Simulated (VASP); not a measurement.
Computed with PBE GGA, VASP's PBE PAW potentials (set 64) (plane waves; VASP).

VASP input:

KPOINTS:
```
kpoints
0
Gamma
  7 7 7
```

**POSCAR**
```
LaB6
1
    4.1560106826     0.0000000000    -0.0000000000
    0.0000000000     4.1560106826     0.0000000000
    0.0000000000     0.0000000000     4.1560106826
La B
1 6
Direct
  0.0000000000   0.0000000000   0.0000000000
  0.8001576664   0.5000000000   0.5000000000
  0.5000000000   0.1998423336   0.5000000000
  0.5000000000   0.8001576664   0.5000000000
  0.1998423336   0.5000000000   0.5000000000
  0.5000000000   0.5000000000   0.8001576664
  0.5000000000   0.5000000000   0.1998423336
```

### INCAR
```
# general
SYSTEM =LaB6
PREC   =Accurate
ENCUT  =520   # plane-wave cut-off (eV)
LREAL  =F   # projection in real space or not
LASPH  =T

# electronic loop
EDIFF  =1E-6
NELM   =100   # most electronic steps
ALGO   =Normal
LMAXMIX=6   # l cut-off of mixed one-centre charges

# smearing
ISMEAR =1   # Methfessel-Paxton
SIGMA  =0.1   # width (eV)

# functional
GGA    =PE   # PBE

# ions
IBRION =2   # conjugate gradients
NSW    =60
ISIF   =3   # ions, shape and volume
EDIFFG =-0.02

# output
LWAVE  =F
LCHARG =F
```

POTCAR, in this order: La B (PBE.64 set). Program: vasp_std.

The resulting files:

OUTCAR:
```
 ion  position               nearest neighbor table
   1  0.000  0.000  0.000-
   2  0.800  0.500  0.500-   5 1.66   4 1.76   3 1.76   6 1.76   7 1.76
   3  0.500  0.200  0.500-   4 1.66   2 1.76   5 1.76   6 1.76   7 1.76
   4  0.500  0.800  0.500-   3 1.66   2 1.76   5 1.76   6 1.76   7 1.76
   5  0.200  0.500  0.500-   2 1.66   3 1.76   4 1.76   6 1.76   7 1.76
   6  0.500  0.500  0.800-   7 1.66   3 1.76   4 1.76   5 1.76   2 1.76
   7  0.500  0.500  0.200-   6 1.66   3 1.76   4 1.76   5 1.76   2 1.76
  LATTYP: Found a simple cubic cell.
 ALAT       =     4.1560106826
 Subroutine PRICEL returns:
 Original cell was already a primitive cell.
 Subroutine GETGRP returns: Found 48 space group operations
The static configuration has the point symmetry O_h .
The dynamic configuration has the point symmetry O_h .
 Subroutine INISYM returns: Found 48 space group operations
 Subroutine IBZKPT returns following result:
 Found     20 irreducible k-points:

 Following reciprocal coordinates:
            Coordinates               Weight
  0.000000  0.000000  0.000000      1.000000
  0.142857  0.000000  0.000000      6.000000
  0.285714  0.000000  0.000000      6.000000
  0.428571  0.000000  0.000000      6.000000
  0.142857  0.142857  0.000000     12.000000
  0.285714  0.142857  0.000000     24.000000
  0.428571  0.142857  0.000000     24.000000
  0.285714  0.285714  0.000000     12.000000
  0.428571  0.285714  0.000000     24.000000
  0.428571  0.428571  0.000000     12.000000
  0.142857  0.142857  0.142857      8.000000
  0.285714  0.142857  0.142857     24.000000
  0.428571  0.142857  0.142857     24.000000
  0.285714  0.285714  0.142857     24.000000
  0.428571  0.285714  0.142857     48.000000
  0.428571  0.428571  0.142857     24.000000
  0.285714  0.285714  0.285714      8.000000
  0.428571  0.285714  0.285714     24.000000
  0.428571  0.428571  0.285714     24.000000
...
```

OSZICAR:
```
       N       E                     dE             d eps       ncg     rms          rms(c)
DAV:   1     0.225996541765E+03    0.22600E+03   -0.11279E+04   728   0.205E+03
DAV:   2    -0.128890776911E+02   -0.23889E+03   -0.23054E+03   992   0.326E+02
DAV:   3    -0.514985261226E+02   -0.38609E+02   -0.32033E+02  1074   0.172E+02
DAV:   4    -0.534143196431E+02   -0.19158E+01   -0.19011E+01  1292   0.355E+01
DAV:   5    -0.534938256054E+02   -0.79506E-01   -0.79090E-01  1102   0.559E+00    0.910E+00
DAV:   6    -0.493611814367E+02    0.41326E+01   -0.11024E+01  1072   0.209E+01    0.461E+00
DAV:   7    -0.490630141363E+02    0.29817E+00   -0.42426E+00  1264   0.126E+01    0.191E+00
DAV:   8    -0.491591555480E+02   -0.96141E-01   -0.22484E+00  1244   0.151E+01    0.140E+00
DAV:   9    -0.490463514751E+02    0.11280E+00   -0.28830E-01  1216   0.482E+00    0.716E-01
DAV:  10    -0.490256054656E+02    0.20746E-01   -0.26664E-01  1244   0.455E+00    0.175E-01
DAV:  11    -0.490251950328E+02    0.41043E-03   -0.11623E-02  1144   0.102E+00    0.107E-01
DAV:  12    -0.490249344177E+02    0.26062E-03   -0.94807E-04  1328   0.274E-01    0.620E-02
DAV:  13    -0.490247549249E+02    0.17949E-03   -0.13896E-03  1230   0.352E-01    0.520E-03
DAV:  14    -0.490247597777E+02   -0.48529E-05   -0.46831E-05  1040   0.548E-02    0.345E-03
DAV:  15    -0.490247595272E+02    0.25051E-06   -0.32516E-06   992   0.193E-02
   1 F= -.49024760E+02 E0= -.49023390E+02  d E =-.490248E+02
       N       E                     dE             d eps       ncg     rms          rms(c)
DAV:   1    -0.490247779074E+02   -0.18130E-04   -0.51066E-02   862   0.160E+00    0.920E-02
DAV:   2    -0.490246462014E+02    0.13171E-03   -0.24630E-03  1036   0.485E-01    0.468E-02
DAV:   3    -0.490245491397E+02    0.97062E-04   -0.70754E-04  1104   0.191E-01    0.963E-03
DAV:   4    -0.490245490435E+02    0.96224E-07   -0.55473E-05  1140   0.656E-02    0.546E-03
DAV:   5    -0.490245502175E+02   -0.11740E-05   -0.26536E-06   792   0.139E-02    0.105E-03
DAV:   6    -0.490245502868E+02   -0.69292E-07   -0.39755E-07   544   0.894E-03
   2 F= -.49024550E+02 E0= -.49023250E+02  d E =0.209240E-03
       N       E                     dE             d eps       ncg     rms          rms(c)
DAV:   1    -0.490249772043E+02   -0.42699E-03   -0.19297E-02   860   0.983E-01    0.564E-02
DAV:   2    -0.490249292137E+02    0.47991E-04   -0.93016E-04  1046   0.300E-01    0.287E-02
DAV:   3    -0.490248911997E+02    0.38014E-04   -0.26646E-04  1104   0.117E-01    0.590E-03
DAV:   4    -0.490248903904E+02    0.80923E-06   -0.20784E-05  1148   0.394E-02    0.337E-03
DAV:   5    -0.490248897201E+02    0.67037E-06   -0.67638E-07   512   0.788E-03
   3 F= -.49024890E+02 E0= -.49023547E+02  d E =-.130193E-03
```

**OUTCAR**
```
------------------------ aborting loop because EDIFF is reached ----------------------------------------
  FORCE on cell =-STRESS in cart. coord.  units (eV):
  Direction    XX          YY          ZZ          XY          YZ          ZX
  --------------------------------------------------------------------------------------
  Total       -0.0438984     -0.0438984     -0.0438984      0.0000000      0.0000000     -0.0000000
  in kB       -0.9802853     -0.9802853     -0.9802853      0.0000000      0.0000000     -0.0000000
  external PRESSURE =      -0.9802853 kB  Pullay stress =       0.0000000 kB
  volume of cell :       71.75
      direct lattice vectors                 reciprocal lattice vectors
     4.155299051  0.000000000  0.000000000     0.240656566 -0.000000000  0.000000000
     0.000000000  4.155299051  0.000000000     0.000000000  0.240656566 -0.000000000
    -0.000000000  0.000000000  4.155299051    -0.000000000  0.000000000  0.240656566
 POSITION                                       TOTAL-FORCE (eV/Angst)
 -----------------------------------------------------------------------------------
      4.15530      0.00000      0.00000        -0.000000     -0.000000      0.000000
      3.32573      2.07765      2.07765        -0.004591     -0.000000      0.000000
      2.07765      0.82957      2.07765         0.000000      0.004591      0.000000
      2.07765      3.32573      2.07765        -0.000000     -0.004591      0.000000
      0.82957      2.07765      2.07765         0.004591      0.000000      0.000000
      2.07765      2.07765      3.32573         0.000000     -0.000000     -0.004591
      2.07765      2.07765      0.82957        -0.000000      0.000000      0.004591
 -----------------------------------------------------------------------------------
    total drift:                                0.000000     -0.000000     -0.000000
  FREE ENERGIE OF THE ION-ELECTRON SYSTEM (eV)
  ---------------------------------------------------
  free  energy   TOTEN  =       -49.0248897201 eV

  energy  without entropy=      -49.0208618464  energy(sigma->0) =      -49.02354710

 reached required accuracy - stopping structural energy minimisation
```
(Selected blocks of OUTCAR.)

### CONTCAR
```
LaB6
   1.00000000000000
     4.1552990514248274    0.0000000000000000    0.0000000000000000
     0.0000000000000000    4.1552990514248274    0.0000000000000000
    -0.0000000000000000    0.0000000000000000    4.1552990514248274
  La              B
     1     6
Direct
     1.0000000000000000    0.0000000000000000    0.0000000000000000
     0.8003585302558474    0.5000000000000000    0.5000000000000000
     0.5000000000000000    0.1996414697441526    0.5000000000000000
     0.5000000000000000    0.8003585302558474    0.5000000000000000
     0.1996414697441526    0.5000000000000000    0.5000000000000000
     0.5000000000000000    0.5000000000000000    0.8003585302558474
     0.5000000000000000    0.5000000000000000    0.1996414697441526
```

The compound is LaB6 in the cab6 structure. This run relaxes it. Symmetry was kept, so distortions that lower it aren't found. The start is the result of an earlier pass. The electron count is odd and the run is not spin-polarised, which forces a metal.
